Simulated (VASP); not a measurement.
Data:

```
SnSe2
1.0
    1.93842    -3.35744     0.00000
    1.93842     3.35744     0.00000
    0.00000     0.00000     6.35041
Sn Se
1 2
Cartesian
  0.00000   0.00000   0.00000
  1.93842   1.11915   1.60837
  1.93842  -1.11915   4.74203
```

Method: PBEsol GGA, VASP's PBE PAW potentials (set 64) (plane waves; VASP). Settings: 480 eV cut-off, 6×6×4 Γ-centred mesh, Gaussian smearing of 0.050 eV, potentials Sn_d Se.

Without a dispersion term in the relaxation, distances and binding between the weakly bound layers, chains or molecules are unreliable, and so is what depends on them.

**Question.** Give the force on each atom (eV/Å).

**Answer.** 
```csv
atom,Fx,Fy,Fz
Sn1,0.000,0.000,0.000
Se2,0.000,0.000,-0.332
Se3,0.000,0.000,0.332
```

**Question.** Give the stress tensor in GPa (positive for a compressed cell).

**Answer.** 
```
-2.65   0.00   0.00
 0.00  -2.65   0.00
 0.00   0.00  -2.68
```
The pressure is its mean diagonal, -2.66 GPa.

The compound is SnSe2 in the 1T layered structure. This cell was strained or had an atom moved on purpose.
